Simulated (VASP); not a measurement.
# HfIn2Se5 (P1) in VASP: relaxation of cell and atoms with PBE

Aim: the relaxation of cell and atoms of HfIn2Se5 with PBE.

Program: VASP 6.6.1. These are calculated values, not measurements. Logs are shortened: lines on timing, memory, paths and dates and some standing lists are left out, and cuts for length are marked.

### 1 The structure

The typed cell holds 8 atoms: a = 4.024 Å, b = 4.012 Å, c = 17.723 Å, α = 89.14°, β = 91.53°, γ = 121.43°.

The cell was built by a generator and needn't be a form met in nature.

### 2 Relaxation of cell and atoms, PBE

INCAR reads:

```
PREC = Normal ; ENCUT = 520
EDIFF = 1E-5 ; ISMEAR = 0
SIGMA = 0.05 ; LREAL = Auto
LASPH = True ; NELM = 80
ALGO = Fast ; ISIF = 3
LWAVE = False ; LCHARG = False
GGA = PE ; IBRION = 2
NSW = 110 ; EDIFFG = -0.03
ISYM = 0
```

KPOINTS reads:

```
Automatic mesh
0
Gamma
  5 5 1
```

POSCAR reads:

```
HfIn2Se5
1.0
    4.0229615200     -0.0465070100     -0.0534816600
   -2.0517575200      3.4471616800      0.0296919000
   -0.2378773400      0.0151563900     17.7209341300
Hf In Se
1 2 5
Direct
    0.0217034200      0.0306597700      0.0004670400
    0.6649612900      0.3311375400      0.6217292700
    0.3286982200      0.6702125300      0.3815117100
    0.9719431700      0.9782935000      0.6953962000
    0.6773667800      0.3514433000      0.4793253800
    0.9860469800      0.9902226000      0.3017882800
    0.3350732700      0.6547159300      0.0873077700
    0.6634605200      0.3161836900      0.9160195100
```

Potentials or basis: VASP PAW PBE potentials, release 64 (Hf_pv, In_d, Se).

Command:

```sh
> cat potpaw_PBE.64/Hf_pv/POTCAR potpaw_PBE.64/In_d/POTCAR potpaw_PBE.64/Se/POTCAR > POTCAR
> mpirun -np 1 vasp_std > vasp.out
```

OUTCAR:

```text
PREC = Normal
   ENCUT = 520
   EDIFF = 1E-5
   ISMEAR = 0
   LREAL = Auto
   LASPH = True
   NELM = 80
   ISIF = 3
   GGA = PE
   IBRION = 2
   NSW = 110
   EDIFFG = -0.03
   ISYM = 0

 ion  position               nearest neighbor table
   1  0.022  0.031  0.000-   7 2.64   8 2.68   8 2.70   7 2.84   7 2.84   8 2.87
   2  0.665  0.331  0.622-   5 2.52   4 2.58   4 2.63   4 2.74
   3  0.329  0.670  0.382-   6 2.69   6 2.69   6 2.73   5 2.86   5 2.88   5 2.91
   4  0.972  0.978  0.695-   2 2.58   2 2.63   2 2.74
   5  0.677  0.351  0.479-   2 2.52   3 2.86   3 2.88   3 2.91
   6  0.986  0.990  0.302-   3 2.69   3 2.69   3 2.73
   7  0.335  0.655  0.087-   1 2.64   1 2.84   1 2.84
   8  0.663  0.316  0.916-   1 2.68   1 2.70   1 2.87

IMPORTANT INFORMATION: All symmetrisations will be switched off!
NOSYMM: (Re-)initialisation of all symmetry stuff for point group C_1.

----------------------------------------------------------------------------------------

                                     Primitive cell

  volume of cell :     244.0157

  direct lattice vectors                    reciprocal lattice vectors
     4.022961520 -0.046507010 -0.053481660     0.250338274  0.148973993  0.003233006
    -2.051757520  3.447161680  0.029691900     0.003374115  0.292103775 -0.000204538
    -0.237877340  0.015156390 17.720934130     0.000749866 -0.000039825  0.056440534

  length of vectors
     4.023585787  4.011672242 17.722537115     0.291329632  0.292123333  0.056445529

  position of ions in fractional coordinates (direct lattice)
     0.021703420  0.030659770  0.000467040
     0.664961290  0.331137540  0.621729270
     0.328698220  0.670212530  0.381511710
     0.971943170  0.978293500  0.695396200
     0.677366780  0.351443300  0.479325380
     0.986046980  0.990222600  0.301788280
     0.335073270  0.654715930  0.087307770
     0.663460520  0.316183690  0.916019510

  ion indices of the primitive-cell ions
   primitive index   ion index
                 1           1
                 2           2
                 3           3
                 4           4
                 5           5
                 6           6
                 7           7
                 8           8

----------------------------------------------------------------------------------------

 KPOINTS: Automatic mesh

Automatic generation of k-mesh.
 Grid dimensions read from file:
 generate k-points for:    5    5    1

 Generating k-lattice:

  Cartesian coordinates                     Fractional coordinates (reciprocal lattice)
     0.050067655  0.029794799  0.000646601     0.200000000 -0.000000000  0.000000000
     0.000674823  0.058420755 -0.000040908    -0.000000000  0.200000000  0.000000000
     0.000749866 -0.000039825  0.056440534     0.000000000  0.000000000  1.000000000

  Length of vectors
     0.058265926  0.058424667  0.056445529

  Shift w.r.t. Gamma in fractional coordinates (k-lattice)
     0.000000000  0.000000000  0.000000000

 Subroutine IBZKPT returns following result:
 ===========================================

 Found     13 irreducible k-points:

 Following reciprocal coordinates:
            Coordinates               Weight
  0.000000  0.000000  0.000000      1.000000
  0.200000  0.000000 -0.000000      2.000000
  0.400000  0.000000 -0.000000      2.000000
 -0.000000  0.200000  0.000000      2.000000
  0.200000  0.200000 -0.000000      2.000000
  0.400000  0.200000 -0.000000      2.000000
 -0.400000  0.200000  0.000000      2.000000
 -0.200000  0.200000  0.000000      2.000000
 -0.000000  0.400000  0.000000      2.000000
  0.200000  0.400000 -0.000000      2.000000
  0.400000  0.400000 -0.000000      2.000000
 -0.400000  0.400000  0.000000      2.000000
 -0.200000  0.400000  0.000000      2.000000
   k-points           NKPTS =     13   k-points in BZ     NKDIM =     13   number of bands    NBANDS=     39
   number of dos      NEDOS =    301   number of ions     NIONS =      8
   total plane-waves  NPLWV =  57600
   dimension x,y,z NGX =    24 NGY =   24 NGZ =  100
   dimension x,y,z NGXF=    48 NGYF=   48 NGZF=  200
   ions per type =               1   2   5
   NGX,Y,Z   is equivalent  to a cutoff of   9.92,  9.95,  9.38 a.u.
   NGXF,Y,Z  is equivalent  to a cutoff of  19.83, 19.89, 18.76 a.u.
 SYSTEM =  unknown system
   PREC   = normal    normal or accurate (medium, high low for compatibility)
   ISTART =      0    job   : 0-new  1-cont  2-samecut
   ICHARG =      2    charge: 1-file 2-atom 10-const
   ISPIN  =      1    spin polarized calculation?
   LNONCOLLINEAR =      F non collinear calculations
   LSORBIT =      F    spin-orbit coupling
   LASPH  =      T    aspherical Exc in radial PAW
   ENCUT  =  520.0 eV  38.22 Ry    6.18 a.u.   7.48  7.46 32.95*2*pi/ulx,y,z
   NELM   =     80;   NELMIN=  2; NELMDL= -5     # of ELM steps
   EDIFF  = 0.1E-04   stopping-criterion for ELM
   LREAL  =      T    real-space projection
   EDIFFG = -.3E-01   stopping-criterion for IOM
   NSW    =    110    number of steps for IOM
   IBRION =      2    ionic relax: 0-MD 1-quasi-New 2-CG
   NFREE  =      1    steps in history (QN), initial steepest desc. (CG)
   ISIF   =      3    stress and relaxation
   ISYM   =      0    0-nonsym 1-usesym 2-fastsym
   POTIM  = 0.5000    time-step for ionic-motion
   TEBEG  =    0.0;   TEEND  =   0.0 temperature during run
   PSTRESS=    0.0 pullay stress
   NELECT =      66.0000    total number of electrons
   NUPDOWN=      -1.0000    fix difference up-down
   EMIN   =  10.00;   EMAX   =-10.00  energy-range for DOS
   EFERMI =   0.00;   METHOD = LEGACY
   ISMEAR =     0;   SIGMA  =   0.05  broadening in eV -4-tet -1-fermi 0-gaus
   EFERMI_NEDOS =   21; number of points for ismear=-14 and -15
   IALGO  =     68    algorithm
   IMIX   =      4    mixing-type and parameters
     AMIX     =   0.40;   BMIX     =  1.00
     AMIX_MAG =   1.60;   BMIX_MAG =  1.00
  volume/ion in A,a.u.               =      30.50       205.84
  Fermi-wavevector in a.u.,A,eV,Ry     =   1.058726  2.000702 15.250778  1.120901
  Thomas-Fermi vector in A             =   2.194046
   LORBIT       =      0    0 simple, 1 ext, 2 COOP (PROOUT), +10 PAW based schemes
   GGA     = PE    functional components
   LHFCALC =     F    Hartree Fock is set to
   AEXX    =    0.0000 exact exchange contribution
   IVDW    =     0    specifies the selected vdW correction
   LEPSILON=     F    determine dielectric tensor
   LRPA    =     F    only Hartree local field effects (RPA)
 conjugate gradient relaxation of ions
 non-spin polarized calculation
 RMM-DIIS sequential band-by-band and
 Gauss-broadening in eV      SIGMA  =   0.05
  energy-cutoff  :      520.00
  volume of cell :      244.02
 maximum number of plane-waves:      6599
   NGX = 15   NGY = 15   NGZ = 65

--------------------------------------- Ionic step        1  -------------------------------------------

 number of electron      65.9999990 magnetization

 Free energy of the ion-electron system (eV)
  ---------------------------------------------------
  ext. energy  EPLUGINS =         0.00000000
  ---------------------------------------------------
  free energy    TOTEN  =       -38.76337596 eV

  energy without entropy =      -38.76337596  energy(sigma->0) =      -38.76337596

------------------------ aborting loop because EDIFF is reached ----------------------------------------

  FORCE on cell =-STRESS in cart. coord.  units (eV):
  Direction    XX          YY          ZZ          XY          YZ          ZX
  --------------------------------------------------------------------------------------
  -------------------------------------------------------------------------------------
  Total       -2.2972493     -0.3626566     -0.9979925      0.5360718      0.3430848      1.0646312
  in kB      -15.0834574     -2.3811585     -6.5526967      3.5197820      2.2526529      6.9902382
  external PRESSURE =      -8.0057709 kB  Pullay stress =       0.0000000 kB
[... 107 lines left out ...]
  FREE ENERGIE OF THE ION-ELECTRON SYSTEM (eV)
  ---------------------------------------------------
  free  energy   TOTEN  =       -38.8261154950 eV

  energy  without entropy=      -38.8261154950  energy(sigma->0) =      -38.82611550

[... ionic steps 4 to 15 ...]

--------------------------------------- Ionic step       16  -------------------------------------------

 number of electron      65.9999991 magnetization

------------------------ aborting loop because EDIFF is reached ----------------------------------------

  FORCE on cell =-STRESS in cart. coord.  units (eV):
  Direction    XX          YY          ZZ          XY          YZ          ZX
  --------------------------------------------------------------------------------------
  -------------------------------------------------------------------------------------
  Total        0.0883275      0.1554276      0.0255095      0.0420411      0.0140861      0.0722317
  in kB        0.5870024      1.0329323      0.1695298      0.2793945      0.0936128      0.4800338
  external PRESSURE =       0.5964882 kB  Pullay stress =       0.0000000 kB
[... 69 lines left out ...]
  energy  without entropy=      -38.8683596020  energy(sigma->0) =      -38.86835960

--------------------------------------- Ionic step       18  -------------------------------------------

 number of electron      65.9999991 magnetization

 Free energy of the ion-electron system (eV)
  ---------------------------------------------------
  ext. energy  EPLUGINS =         0.00000000
  ---------------------------------------------------
  free energy    TOTEN  =       -38.86845837 eV

  energy without entropy =      -38.86845837  energy(sigma->0) =      -38.86845837

 E-fermi :   2.8084     XC(G=0):  -8.5689

 val. band max:        2.4802505342   @ k =  -0.2000   0.2000   0.0000
 cond. band min:       3.2950467840   @ k =  -0.0000   0.4000   0.0000
 fundamental gap:      0.8147962498
 Fermi energy:         2.8083909810

 k-point     1 :       0.0000    0.0000    0.0000
  band No.  band energies     occupation
      1     -29.2423      2.00000
      2     -29.1558      2.00000
      3     -29.1547      2.00000
      4     -12.3268      2.00000
      5     -12.2090      2.00000
      6     -12.2080      2.00000
[... 570 lines left out ...]
  FREE ENERGIE OF THE ION-ELECTRON SYSTEM (eV)
  ---------------------------------------------------
  free  energy   TOTEN  =       -38.8684583713 eV

  energy  without entropy=      -38.8684583713  energy(sigma->0) =      -38.86845837

 reached required accuracy - stopping structural energy minimisation
```

Wall time 6 min (1 thread of Intel Xeon 6975P-C (Granite Rapids), shared host); peak memory 0.29 GiB.

What came out:

```
Free energy                            : -38.8685 eV
Relaxed volume                         : 30.14 Å³/atom
Relaxed cell                           : a = 3.974 Å, b = 3.969 Å, c = 17.659 Å, α = 90.12°, β = 90.26°, γ = 120.05°
Space group after relaxing (to 0.05 Å) : P1 (No. 1)
Energy gained by relaxing              : 13.1 meV/atom
Ionic steps                            : 18
Pressure after relaxing                : 0.0 GPa
Largest force after relaxing           : 0.028 eV/Å
Band gap on the k mesh                 : 0.81 eV, indirect (least direct gap 0.92 eV)
```

Forces on the atoms (eV/Å):
```
Hf  -0.003 -0.007 -0.026
In   0.009  0.009 -0.025
In   0.000 -0.011  0.001
Se   0.016 -0.006  0.018
Se  -0.012  0.003  0.020
Se  -0.013  0.012 -0.005
Se  -0.003  0.016  0.009
Se   0.007 -0.015  0.008
```

Step by step:
| step | energy change (eV) | largest force (eV/Å) | pressure (GPa) | volume (Å³) |
| --- | --- | --- | --- | --- |
| 1 | 0.0000 | 0.5495 | -0.80 | 244.02 |
| 2 | -0.0625 | 0.3197 | 0.60 | 238.65 |
| 3 | -0.0627 | 0.3099 | 0.66 | 238.31 |
| 4 | -0.0869 | 0.1622 | 0.09 | 240.91 |
| 5 | -0.0880 | 0.2151 | -0.20 | 241.97 |
| 6 | -0.0962 | 0.1488 | -0.10 | 241.59 |
| 7 | -0.0970 | 0.1447 | -0.05 | 241.43 |
| 8 | -0.1004 | 0.0874 | 0.10 | 241.00 |
| 9 | -0.1012 | 0.0999 | 0.14 | 240.73 |
| 10 | -0.1031 | 0.0743 | -0.21 | 241.70 |
| 11 | -0.1030 | 0.0848 | -0.07 | 241.59 |
| 12 | -0.1030 | 0.0763 | -0.09 | 241.64 |
| 13 | -0.1040 | 0.0404 | -0.06 | 241.30 |
| 14 | -0.1042 | 0.0648 | 0.03 | 241.02 |
| 15 | -0.1049 | 0.0395 | 0.07 | 241.06 |
| 16 | -0.1050 | 0.0323 | 0.06 | 241.08 |
| 17 | -0.1050 | 0.0523 | 0.04 | 241.12 |
| 18 | -0.1051 | 0.0284 | 0.04 | 241.10 |

Final structure:
```
Hf In Se
1.0
     3.97361   -0.00084   -0.00935
    -1.98688    3.43638   -0.00415
    -0.03969   -0.04384   17.65896
Hf In Se
1 2 5
Direct
  0.00794 0.00043 0.00171
  0.65325 0.32067 0.62215
  0.32893 0.67253 0.38089
  0.98979 0.99111 0.69635
  0.66252 0.33524 0.47789
  0.99250 0.00205 0.30252
  0.34305 0.66887 0.08472
  0.67127 0.33198 0.91731
```

Caveat: spin-orbit coupling is left out, which moves the levels of the heavy elements; an odd mesh through Γ misses points on the zone boundary, where band edges often lie.
